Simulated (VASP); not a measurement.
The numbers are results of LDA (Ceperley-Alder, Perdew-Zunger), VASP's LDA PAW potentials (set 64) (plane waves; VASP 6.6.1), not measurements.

VASP input:

**INCAR**
```
SYSTEM  =  CdS
PREC  =  Accurate; ENCUT  =  520; LREAL  =  .FALSE.
LASPH  =  .TRUE.; ICHARG  =  11
EDIFF  =  1E-7; NELM  =  100; ALGO  =  Normal
LMAXMIX  =  4
ISMEAR  =  0; SIGMA  =  0.05
LWAVE  =  .FALSE.; LCHARG  =  .FALSE.; LORBIT  =  11
```

### POSCAR
```
CdS
1.0
  0.0000000000   2.8859589875   2.8859589875
  2.8859589875   0.0000000000   2.8859589875
  2.8859589875   2.8859589875   0.0000000000
Cd S
1 1
Cartesian
  0.0000000000   0.0000000000   0.0000000000
  1.4429794938   1.4429794938   1.4429794938
```

KPOINTS:
```
k-points along high-symmetry lines
15
Line-mode
Reciprocal
  0.000000   0.000000   0.000000 ! GAMMA
 -0.500000  -0.500000   0.000000 ! X

 -0.500000  -0.500000   0.000000 ! X
 -0.375000  -0.375000   0.250000 ! U

 -0.375000  -0.000000   0.375000 ! K
  0.000000   0.000000   0.000000 ! GAMMA

  0.000000   0.000000   0.000000 ! GAMMA
  0.000000   0.000000   0.500000 ! L

  0.000000   0.000000   0.500000 ! L
 -0.500000  -0.250000   0.250000 ! W

 -0.500000  -0.250000   0.250000 ! W
 -0.500000  -0.500000   0.000000 ! X
```

POTCAR, in this order: Cd S (LDA.64 set). Program: vasp_std. Read from the step before: CHGCAR.

Output of the run:

### OSZICAR
```
       N       E                     dE             d eps       ncg     rms          rms(c)
DAV:   1     0.110671904655E+03    0.11067E+03   -0.92336E+03  2380   0.127E+03
DAV:   2    -0.198073334216E+01   -0.11265E+03   -0.10743E+03  2735   0.304E+02
DAV:   3    -0.654079073256E+01   -0.45601E+01   -0.45131E+01  2820   0.626E+01
DAV:   4    -0.657135491106E+01   -0.30564E-01   -0.30558E-01  2630   0.510E+00
DAV:   5    -0.657176867206E+01   -0.41376E-03   -0.41376E-03  2825   0.569E-01
DAV:   6    -0.657177705988E+01   -0.83878E-05   -0.83878E-05  2685   0.750E-02
DAV:   7    -0.657177727468E+01   -0.21480E-06   -0.21481E-06  2800   0.109E-02
DAV:   8    -0.657177728055E+01   -0.58697E-08   -0.58609E-08  2082   0.171E-03
   1 F= -.65717773E+01 E0= -.65717773E+01  d E =-.687308E-17
```

File OUTCAR:
```
 val. band max:        1.4092911962   @ k =   0.0000   0.0000   0.0000

 cond. band min:       2.3697854671   @ k =   0.0000   0.0000   0.0000



 k-point     1 :       0.0000    0.0000    0.0000
  band No.  band energies     occupation
      1     -11.1485      2.00000
      2      -6.4941      2.00000
      3      -6.4941      2.00000
      4      -6.4941      2.00000
      5      -5.9650      2.00000
      6      -5.9650      2.00000
      7       1.4093      2.00000
      8       1.4093      2.00000
      9       1.4093      2.00000
     10       2.3698      0.00000
     11       7.7618      0.00000
     12       7.7618      0.00000
     13       7.7618      0.00000

 k-point     2 :      -0.0357   -0.0357    0.0000
  band No.  band energies     occupation
      1     -11.1406      2.00000
      2      -6.4910      2.00000
      3      -6.4900      2.00000
      4      -6.4900      2.00000
      5      -5.9667      2.00000
      6      -5.9638      2.00000
      7       1.2352      2.00000
      8       1.3772      2.00000
      9       1.3772      2.00000
     10       2.5546      0.00000
     11       7.6894      0.00000
     12       7.8033      0.00000
     13       7.8033      0.00000

 k-point     3 :      -0.0714   -0.0714    0.0000
  band No.  band energies     occupation
      1     -11.1174      2.00000
      2      -6.4816      2.00000
      3      -6.4781      2.00000
      4      -6.4781      2.00000
      5      -5.9717      2.00000
      6      -5.9602      2.00000
      7       0.8883      2.00000
      8       1.2841      2.00000
      9       1.2841      2.00000
     10       2.9320      0.00000
     11       7.4920      0.00000
     12       7.9252      0.00000
     13       7.9252      0.00000

 k-point     4 :      -0.1071   -0.1071    0.0000
  band No.  band energies     occupation
      1     -11.0800      2.00000
      2      -6.4651      2.00000
      3      -6.4585      2.00000
      4      -6.4585      2.00000
...
```

The density is held fixed in this step, so its total energy and stress have no physical meaning.

The compound is CdS in the zinc blende structure, a metastable form; wurtzite is the usual one. It was relaxed first.
